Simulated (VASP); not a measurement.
```yaml
crystal:
  lattice:
    - [0.00000, 2.44751, 2.44751]
    - [2.44751, 0.00000, 2.44751]
    - [2.44751, 2.44751, 0.00000]
  atoms:
    - { symbol: Ca, position: [0.00000, 0.00000, 0.00000] }
    - { symbol: O, position: [0.50000, 0.50000, 0.50000] }
```

Calculation: PBE GGA with D3 dispersion (zero damping), VASP's PBE PAW potentials (set 64) (plane waves; VASP). Settings: 520 eV cut-off, 9×9×9 Γ-centred mesh, Gaussian smearing of 0.050 eV, potentials Ca_sv O.

Question: Give the stress tensor in GPa (positive for a compressed cell).

Answer: 
```
-5.69   0.00   0.00
 0.00  -5.69   0.00
 0.00   0.00  -5.69
```
The pressure is its mean diagonal, -5.69 GPa.

The compound is CaO in the rock salt structure. This cell is one point of a volume scan, at 1.06 of the reference volume.
